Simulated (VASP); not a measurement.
The cell holds one CaSe (rock salt) (100) slab, with vacuum along c, ions free to move until forces fall under 0.03 eV/Å, no reconstruction beyond this cell, dipole correction on. Ionisation potential and electron affinity count from the cell's own band edges, surface states included.

Given:

```yaml
crystal:
  lattice:
    - [4.20261, 0.00000, 0.00000]
    - [0.00000, 4.20261, 0.00000]
    - [0.00000, 0.00000, 26.94606]
  atoms:
    - { symbol: Ca, position: [0.00000, 0.50000, 0.33765] }
    - { symbol: Ca, position: [0.50000, 0.00000, 0.44355] }
    - { symbol: Ca, position: [0.00000, 0.50000, 0.55645] }
    - { symbol: Ca, position: [0.50000, 0.00000, 0.66235] }
    - { symbol: Se, position: [0.00000, 0.50000, 0.44558] }
    - { symbol: Se, position: [0.50000, 0.00000, 0.33236] }
    - { symbol: Se, position: [0.00000, 0.50000, 0.66764] }
    - { symbol: Se, position: [0.50000, 0.00000, 0.55442] }
```

Method: r2SCAN meta-GGA, VASP's PBE PAW potentials (set 64) (plane waves; VASP). Numerical set-up: 400 eV cut-off, 5×5×1 Γ-centred mesh, Gaussian smearing of 0.050 eV, potentials Ca_sv Se.

Slab and bulk use different k-meshes, so the surface energy is good to a few per cent at best.

Task: Predict its surface energy, ionisation potential, electron affinity, band gap (on the k-mesh).

Result: 
```json
{
 "surface_energy": "0.45 J/m²",
 "ionisation_potential": "5.03 eV",
 "electron_affinity": "2.34 eV",
 "band gap (on the k-mesh)": "2.68 eV"
}
```

The cell is a thin slab with vacuum, built from CaSe (rock salt): (100) face.
